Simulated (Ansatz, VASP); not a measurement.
# Cross-check of TaN between VASP and Ansatz, part 2 of 2

Aim: how closely do two programs agree when they are given the same cell, functional and k mesh? The cell is taken from a series of runs on this material, whose earlier steps may have relaxed, scaled, displaced or heated it; both programs get it as it stands.

VASP 6.6.1 and Ansatz 0.2.0.

So far: The starting structure; Ansatz: zone-centre phonons, LDA.

## Step 3: VASP: zone-centre phonons, LDA

Level of this step: LDA; plane waves and PAW (N, Ta_pv) (VASP).

The same cell, functional (in two slightly different forms), mesh and smearing now go to VASP, with its own data sets.

Lines of VASP's logs that name or quote its potential files are left out, and so is its time.

The input, INCAR:

```
SYSTEM = TaN
PREC = Accurate
ENCUT = 600
EDIFF = 1E-08
NELM = 120
ISMEAR = 1
SIGMA = 0.2
LREAL = .FALSE.
ALGO = Normal
GGA = PW92
NBANDS = 14
LASPH = .TRUE.
LORBIT = 11
LWAVE = .FALSE.
LCHARG = .FALSE.
ISIF = 2
IBRION = 8
GGA_COMPAT = .FALSE.
KPAR = 2
```

The input, POSCAR:

```
TaN
1.0
    2.9065084230      0.0000000000      0.0000000000
   -1.4532542115      2.5171101307      0.0000000000
    0.0000000000      0.0000000000      2.8516946941
N Ta
1 1
Direct
    0.6666666667      0.3333333333      0.0000000000
    0.0000000000      1.0000000000      0.5000000000
```

The input, KPOINTS:

```
Automatic mesh
0
Gamma
18 18 16
0 0 0
```

Potentials, in the order of the species: N and Ta_pv (LDA family, release 64).

On the command line:

```console
> mpirun -np 2 vasp_std
```

Numbers of over 12 decimals in the logs are rounded to 6 here.

The log of the run:

```text
[banner, memory and clock lines left out]
running    2 mpi-ranks, on    1 nodes
 distrk:  each k-point on    1 cores,    2 groups
 distr:  one band on    1 cores,    1 groups

 POSCAR found type information on POSCAR N Ta
 POSCAR found :  2 types and       2 ions
|                                                                             |
|               ----> ADVICE to this user running VASP <----                  |
|                                                                             |
|     You enforced a specific xc type in the INCAR file but a different       |
|     [... a line on the potential file left out ...]
|     I HOPE YOU KNOW WHAT YOU ARE DOING!                                     |
|                                                                             |

 LDA part: xc-table for (Slater(with rela. corr.)+PW92), standard interpolation
 POSCAR, INCAR and KPOINTS ok, starting setup
 FFT: planning ... GRIDC
 FFT: planning ... GRID_SOFT
 FFT: planning ... GRID
 WAVECAR not read
 entering main loop
       N       E                     dE             d eps       ncg     rms          rms(c)
DAV:   1     0.101932756899E+03    0.10193E+03   -0.98035E+03  9332   0.134E+03
DAV:   2    -0.238900643715E+02   -0.12582E+03   -0.11914E+03 11364   0.336E+02
DAV:   3    -0.272494605256E+02   -0.33594E+01   -0.33407E+01 10734   0.516E+01
DAV:   4    -0.272652570568E+02   -0.15797E-01   -0.15794E-01 11250   0.386E+00
DAV:   5    -0.272653652793E+02   -0.10822E-03   -0.10822E-03 10986   0.301E-01    0.249E+01
DAV:   6    -0.248739641212E+02    0.23914E+01   -0.45960E+00 10218   0.252E+01    0.106E+01
DAV:   7    -0.247621435833E+02    0.11182E+00   -0.37401E-01 12600   0.581E+00    0.726E+00
DAV:   8    -0.247282053361E+02    0.33938E-01   -0.14711E-01 12246   0.335E+00    0.136E+00
DAV:   9    -0.247232173353E+02    0.49880E-02   -0.11057E-02 10140   0.889E-01    0.168E-01
DAV:  10    -0.247230219468E+02    0.19539E-03   -0.68210E-04 11970   0.308E-01    0.107E-01
DAV:  11    -0.247229952012E+02    0.26746E-04   -0.48064E-05 10452   0.668E-02    0.159E-02
DAV:  12    -0.247229952611E+02   -0.59868E-07   -0.27201E-06 12048   0.155E-02    0.298E-03
DAV:  13    -0.247229952376E+02    0.23465E-07   -0.14045E-07 10794   0.319E-03    0.162E-03
DAV:  14    -0.247229952291E+02    0.85579E-08   -0.21008E-08 11274   0.135E-03
   1 F= -.24722995E+02 E0= -.24723281E+02  d E =0.858315E-03
 Linear response reoptimize wavefunctions to high precision
DAV:   1    -0.247229952289E+02    0.20555E-09   -0.41662E-10  7722   0.213E-04
DAV:   2    -0.247229952289E+02   -0.12733E-10   -0.19499E-11  6792   0.512E-05
 Linear response DOF=           4
 Linear response progress:
  Degree of freedom:   1/  4
       N       E                     dE             d eps       ncg     rms          rms(c)
RMM:   1    -0.230524470147E+00   -0.23052E+00    0.10982E-01 93027   0.287E+00
RMM:   2    -0.224299840305E+00    0.62246E-02   -0.37291E-03 70247   0.479E-01    0.185E-01
RMM:   3    -0.225156197181E+00   -0.85636E-03   -0.67668E-04 67376   0.172E-01    0.101E-01
RMM:   4    -0.226416479364E+00   -0.12603E-02   -0.35794E-04 67925   0.120E-01    0.268E-02
RMM:   5    -0.226483903759E+00   -0.67424E-04   -0.11417E-05 76118   0.254E-02    0.248E-03
RMM:   6    -0.226486733664E+00   -0.28299E-05   -0.11630E-06 75649   0.535E-03    0.681E-04
RMM:   7    -0.226479821587E+00    0.69121E-05   -0.15630E-07 78657   0.160E-03    0.285E-04
RMM:   8    -0.226481553398E+00   -0.17318E-05   -0.11856E-07 77895   0.473E-04    0.923E-05
RMM:   9    -0.226480884673E+00    0.66873E-06    0.17519E-08 76349   0.168E-04    0.175E-05
RMM:  10    -0.226480817008E+00    0.67666E-07   -0.15340E-08 83777   0.533E-05    0.811E-06
RMM:  11    -0.226480881166E+00   -0.64159E-07    0.20003E-08 78576   0.195E-05    0.251E-06
RMM:  12    -0.226480899511E+00   -0.18344E-07    0.25007E-08 74979   0.919E-06    0.161E-06
RMM:  13    -0.226480889232E+00    0.10279E-07    0.27913E-08 56412   0.628E-06    0.796E-07
RMM:  14    -0.226480888842E+00    0.38943E-09    0.23473E-08 38394   0.535E-06    0.777E-07
 first order change of Fermi-energy   0.24245E-04
 force on displaced ion       1 direction 1 : -14.294   0.001   0.000
 Linear response progress:
  Degree of freedom:   2/  4
       N       E                     dE             d eps       ncg     rms          rms(c)
RMM:   1    -0.234351191863E+00   -0.23435E+00    0.15413E-01 31682   0.297E+00
RMM:   2    -0.229187020530E+00    0.51642E-02   -0.42327E-03 25163   0.499E-01    0.160E-01
RMM:   3    -0.229984830214E+00   -0.79781E-03   -0.10376E-03 23985   0.196E-01    0.812E-02
RMM:   4    -0.231276890497E+00   -0.12921E-02   -0.46635E-04 24470   0.130E-01    0.222E-02
RMM:   5    -0.231407409844E+00   -0.13052E-03   -0.13781E-05 26052   0.334E-02    0.397E-03
RMM:   6    -0.231411853001E+00   -0.44432E-05   -0.16116E-07 26406   0.806E-03    0.943E-04
RMM:   7    -0.231403855253E+00    0.79977E-05    0.10373E-07 25852   0.219E-03    0.304E-04
RMM:   8    -0.231405755500E+00   -0.19002E-05    0.51951E-08 27634   0.666E-04    0.105E-04
RMM:   9    -0.231406338220E+00   -0.58272E-06    0.15950E-08 27110   0.206E-04    0.217E-05
RMM:  10    -0.231406122999E+00    0.21522E-06    0.17639E-10 27958   0.639E-05    0.556E-06
RMM:  11    -0.231406167533E+00   -0.44535E-07    0.17183E-09 27184   0.214E-05    0.103E-06
RMM:  12    -0.231406176264E+00   -0.87305E-08    0.13523E-11 26584   0.931E-06    0.422E-07
 first order change of Fermi-energy  -0.86469E-04
 force on displaced ion       1 direction 3 :  -0.000  -0.000 -15.594
 Linear response progress:
  Degree of freedom:   3/  4
       N       E                     dE             d eps       ncg     rms          rms(c)
RMM:   1    -0.130899686996E+00   -0.13090E+00    0.11543E+01 42108   0.246E+01
RMM:   2    -0.159735506853E+00   -0.28836E-01   -0.26263E-02 63789   0.148E+00    0.184E-01
RMM:   3    -0.158488635759E+00    0.12469E-02   -0.28240E-03 73779   0.350E-01    0.102E-01
RMM:   4    -0.157691616248E+00    0.79702E-03   -0.39510E-04 82271   0.120E-01    0.397E-02
RMM:   5    -0.157391861163E+00    0.29976E-03   -0.64011E-05 82353   0.324E-02    0.689E-03
RMM:   6    -0.157395997750E+00   -0.41366E-05   -0.40394E-07 77174   0.127E-02    0.135E-03
RMM:   7    -0.157396050460E+00   -0.52709E-07    0.15580E-06 84677   0.395E-03    0.387E-04
RMM:   8    -0.157398819146E+00   -0.27687E-05   -0.75533E-07 91592   0.150E-03    0.158E-04
RMM:   9    -0.157399834765E+00   -0.10156E-05    0.25420E-07 79459   0.614E-04    0.421E-05
RMM:  10    -0.157400225451E+00   -0.39069E-06   -0.42250E-08 85175   0.297E-04    0.210E-05
RMM:  11    -0.157400317942E+00   -0.92491E-07    0.20674E-07 90283   0.130E-04    0.487E-06
RMM:  12    -0.157400303088E+00    0.14854E-07    0.47826E-08 83125   0.711E-05    0.294E-06
RMM:  13    -0.157400315091E+00   -0.12003E-07    0.10960E-07 82956   0.401E-05    0.281E-06
RMM:  14    -0.157400360556E+00   -0.45465E-07    0.49115E-08 77668   0.277E-05    0.149E-06
RMM:  15    -0.157400353596E+00    0.69598E-08    0.63331E-08 71700   0.160E-05    0.204E-07
 first order change of Fermi-energy  -0.57291E-04
 force on displaced ion       2 direction 1 : -14.290   0.001   0.000
 Linear response progress:
  Degree of freedom:   4/  4
       N       E                     dE             d eps       ncg     rms          rms(c)
RMM:   1    -0.149633508579E+00   -0.14963E+00    0.10046E+01 14974   0.239E+01
RMM:   2    -0.178251415305E+00   -0.28618E-01   -0.28279E-02 21945   0.148E+00    0.138E-01
RMM:   3    -0.177689000826E+00    0.56241E-03   -0.22102E-03 25888   0.306E-01    0.738E-02
RMM:   4    -0.177258831028E+00    0.43017E-03   -0.19241E-04 27319   0.959E-02    0.232E-02
RMM:   5    -0.177142367965E+00    0.11646E-03   -0.27581E-05 28436   0.275E-02    0.656E-03
RMM:   6    -0.177122717276E+00    0.19651E-04   -0.63643E-06 26642   0.104E-02    0.728E-04
RMM:   7    -0.177124796286E+00   -0.20790E-05   -0.28308E-06 29244   0.318E-03    0.345E-04
RMM:   8    -0.177127857000E+00   -0.30607E-05   -0.15323E-06 29137   0.125E-03    0.746E-05
RMM:   9    -0.177128540461E+00   -0.68346E-06   -0.94759E-07 29076   0.491E-04    0.324E-05
RMM:  10    -0.177128967497E+00   -0.42704E-06   -0.47783E-07 27482   0.279E-04    0.124E-05
RMM:  11    -0.177129012039E+00   -0.44542E-07   -0.28527E-07 29837   0.134E-04    0.308E-06
RMM:  12    -0.177129039040E+00   -0.27001E-07   -0.13637E-07 30890   0.756E-05    0.302E-06
RMM:  13    -0.177128981632E+00    0.57409E-07   -0.90487E-08 27242   0.474E-05    0.811E-06
RMM:  14    -0.177129052662E+00   -0.71030E-07   -0.44624E-08 26097   0.327E-05    0.414E-06
RMM:  15    -0.177129113486E+00   -0.60825E-07   -0.29899E-08 27302   0.239E-05    0.606E-07
RMM:  16    -0.177129125197E+00   -0.11711E-07   -0.14210E-08 28728   0.130E-05    0.359E-07
RMM:  17    -0.177129132397E+00   -0.71996E-08   -0.95627E-09 22378   0.843E-06    0.399E-07
 first order change of Fermi-energy  -0.84384E-03
 force on displaced ion       2 direction 3 :   0.000  -0.000 -15.585
 Linear response finished
```

From OUTCAR (step 3):

```text
ion  position               nearest neighbor table
   1  0.667  0.333  0.000-   2 2.20   2 2.20   2 2.20   2 2.20   2 2.20   2 2.20
   2  0.000  0.000  0.500-   1 2.20   1 2.20   1 2.20   1 2.20   1 2.20   1 2.20

  LATTYP: Found a hexagonal cell.
 ALAT       =     2.9065084230
 C/A-ratio  =     0.9811410390

 Subroutine GETGRP returns: Found 12 space group operations
 (whereof 12 operations were pure point group operations)

The static configuration has the point symmetry D_3h.

 Found    333 irreducible k-points:

   k-points           NKPTS =    333   k-points in BZ     NKDIM =    333   number of bands    NBANDS=     14

   dimension x,y,z NGX =    24 NGY =   24 NGZ =   24
   dimension x,y,z NGXF=    48 NGYF=   48 NGZF=   48

   ENCUT  =  600.0 eV  44.10 Ry    6.64 a.u.   5.81  5.81  5.70*2*pi/ulx,y,z

   NELECT =      16.0000    total number of electrons

 k-points in reciprocal lattice and weights: Automatic mesh
   0.00000000  0.00000000  0.00000000       0.000
   0.05555556 -0.00000000  0.00000000       0.001
   0.11111111 -0.00000000  0.00000000       0.001
   0.16666667 -0.00000000  0.00000000       0.001
   0.22222222  0.00000000  0.00000000       0.001
   0.27777778  0.00000000  0.00000000       0.001
   0.33333333  0.00000000  0.00000000       0.001
   0.38888889 -0.00000000  0.00000000       0.001
   0.44444444  0.00000000  0.00000000       0.001
[...]
0.33333333  0.27777778  0.50000000       0.002
   0.33333333  0.33333333  0.50000000       0.000

 average (electrostatic) potential at core
       1 -61.0725       2 -35.0248

  Total        0.1979250      0.1979250      0.2205309      0.0000000      0.0000000      0.0000000
  in kB       15.1996791     15.1996791     16.9356983      0.0000000      0.0000000      0.0000000
  external PRESSURE =      15.7783522 kB  Pullay stress =       0.0000000 kB

  energy-cutoff  :      600.00
  volume of cell :       20.86
      direct lattice vectors                 reciprocal lattice vectors
     2.906508423  0.000000000  0.000000000     0.344055428  0.198640494  0.000000000
    -1.453254212  2.517110131  0.000000000     0.000000000  0.397280988  0.000000000
     0.000000000  0.000000000  2.851694694     0.000000000  0.000000000  0.350668675

 POSITION                                       TOTAL-FORCE (eV/Angst)
 -----------------------------------------------------------------------------------
      1.45325      0.83904      0.00000         0.000000      0.000000      0.000000
      0.00000      0.00000      1.42585        -0.000000     -0.000000      0.000000
 -----------------------------------------------------------------------------------
    total drift:                               -0.000000      0.000000      0.000000

 Eigenvectors and eigenvalues of the dynamical matrix
 ----------------------------------------------------

   1 f  =   17.124747 THz   107.597958 2PiTHz  571.220070 cm-1    70.822231 meV
             X         Y         Z           dx          dy          dz
      1.453254  0.839037  0.000000    -0.000000    0.000000    0.963443
      0.000000  0.000000  1.425847     0.000000    0.000000   -0.267915

   2 f  =   16.395660 THz   103.016967 2PiTHz  546.900335 cm-1    67.806969 meV
             X         Y         Z           dx          dy          dz
      1.453254  0.839037  0.000000    -0.000000    0.963430    0.000000
      0.000000  0.000000  1.425847    -0.000000   -0.267959    0.000000

   3 f  =   16.395660 THz   103.016967 2PiTHz  546.900335 cm-1    67.806969 meV
             X         Y         Z           dx          dy          dz
      1.453254  0.839037  0.000000     0.963430   -0.000000    0.000000
      0.000000  0.000000  1.425847    -0.267959    0.000000    0.000000

   4 f/i=    0.000536 THz     0.003371 2PiTHz    0.017895 cm-1     0.002219 meV
             X         Y         Z           dx          dy          dz
      1.453254  0.839037  0.000000    -0.267959   -0.000000    0.000000
      0.000000  0.000000  1.425847    -0.963430    0.000000    0.000000

   5 f/i=    0.000536 THz     0.003371 2PiTHz    0.017895 cm-1     0.002219 meV
             X         Y         Z           dx          dy          dz
      1.453254  0.839037  0.000000    -0.000000    0.267959    0.000000
      0.000000  0.000000  1.425847    -0.000000    0.963430    0.000000

   6 f/i=    0.001343 THz     0.008441 2PiTHz    0.044810 cm-1     0.005556 meV
             X         Y         Z           dx          dy          dz
      1.453254  0.839037  0.000000     0.000000    0.000000   -0.267915
      0.000000  0.000000  1.425847    -0.000000    0.000000   -0.963443

 ELASTIC MODULI CONTR FROM IONIC RELAXATION (kBar)
 Direction    XX          YY          ZZ          XY          YZ          ZX
 --------------------------------------------------------------------------------
 XX         -21.6645     21.6645      0.0000     -0.0000      0.0000      0.0000
 YY          21.6645    -21.6645      0.0000      0.0000      0.0000      0.0000
 ZZ           0.0000      0.0000      0.0000      0.0000      0.0000      0.0000
 XY          -0.0000      0.0000      0.0000    -21.6645      0.0000      0.0000
 YZ           0.0000      0.0000      0.0000      0.0000      0.0000      0.0000
 ZX           0.0000      0.0000      0.0000      0.0000      0.0000      0.0000
 --------------------------------------------------------------------------------
```

## Step 4: Comparison

Known differences besides the potentials themselves: the data sets hold 18 valence electrons in Ansatz (on its PAW soft_1 files) and 16 in VASP; the cutoff is 420 eV in Ansatz and 600 eV in VASP; VASP's log shows a relativistic correction to its local exchange, Ansatz's none. Total energies have different zeros and are not compared.

The two programs side by side:

```tsv
quantity	Ansatz	VASP	difference
optical mode 1 to 2 (cm⁻¹)	543.7	546.9	-0.58 %
optical mode 3 (cm⁻¹)	567.9	571.2	-0.58 %
```

Modes are paired by rising frequency, not by their patterns, so a pair may set unlike modes beside each other; they are those without the splitting of longitudinal modes.

## Step 5: Results

```
r.m.s. difference of the optical zone-centre modes, each program's sorted by frequency (zone-centre phonons, LDA) : 3.2 cm⁻¹
difference in optical mode 3 (zone-centre phonons, LDA)                                                           : -0.6 %
```

In words: The r.m.s. difference of the optical zone-centre modes, each program's sorted by frequency is 3.2 cm⁻¹ (zone-centre phonons, LDA). The data sets hold unlike numbers of valence electrons (18 in Ansatz and 16 in VASP), so part of the differences comes from the potentials. Among the rows given in per cent, the largest difference of the zone-centre phonons, LDA pair is in optical mode 3, -0.6 %. Such differences can come from data sets, numerical settings and the points named under the comparisons, not from the functional's error against experiment.

[Lines on the potential files, build, host, timing and source positions are cut from VASP's logs without a mark.]

[Logs are printed without paths, hosts, clocks, repeated set-up lines and the standing remarks that a program may print on its own settings, such as how far it seeks lower states.]

[Hosts, paths, dates, database ids (printed as entryN), source tags and the programs' standing remarks are cut or masked in the printed files.]
